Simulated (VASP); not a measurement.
VASP input:

INCAR:
```
# general
SYSTEM  = PbO
PREC    = Accurate
ENCUT   = 620
LREAL   = .FALSE.
LASPH   = .TRUE.

# electronic loop
EDIFF   = 1E-6
NELM    = 100
ALGO    = Normal
LMAXMIX = 4

# smearing
ISMEAR  = 0
SIGMA   = 0.05

# functional
GGA     = PS

# ions
IBRION  = 2
NSW     = 40
ISIF    = 3
EDIFFG  = -0.02
PSTRESS = 450

# output
LWAVE   = .FALSE.
LCHARG  = .FALSE.
```

POSCAR:
```
PbO
1
    2.9185662276     0.0000000000    -0.0000000000
    0.0000000000     2.9185662276    -0.0000000000
   -0.0000000000    -0.0000000000     2.9185662276
Pb O
1 1
Direct
  0.0000000000   0.0000000000   0.0000000000
  0.5000000000   0.5000000000   0.5000000000
```

KPOINTS:
```
K-points
0
gamma
9 9 9
0 0 0
```

POTCAR, in this order: Pb_d O (PBE.64 set). Program: vasp_std.

Task: Translate this PBEsol calculation to Ansatz.

Result: One equivalent input (not run):
Ansatz 0.2 input:
```yaml
crystal:
  lattice:
    - [2.9185662, 0.0000000, 0.0000000]
    - [0.0000000, 2.9185662, 0.0000000]
    - [0.0000000, 0.0000000, 2.9185662]
  atoms:
    - { symbol: Pb, position: [0.0000000, 0.0000000, 0.0000000] }
    - { symbol: O, position: [0.5000000, 0.5000000, 0.5000000] }
kpoints:
  mp_grid: { grid: [9, 9, 9] }
hamiltonian:
  xc: pbesol
  pseudopotentials: { kind: paw }
scf:
  occupations: { method: gaussian, width: 0.05 }
  max_iter: 100
relax:
  max_steps: 40
  f_tol: 0.02
  cell: { p_target: 45 }
output: { forces: true, stress: true, eigenvalues: true }
```
Limits of the translation: each code has its own PAW files, so the cut-off isn't converted (ENCUT is set for VASP's; basis.ecutwfc is left out, and Ansatz then takes the one that its files recommend); Ansatz stops its SCF on the density residual and VASP on the energy change (EDIFF).

The structure was generated: PbO was put into the CsCl type type (Pm-3m), which need not be its known phase. It was relaxed first under an external pressure of 45 GPa.
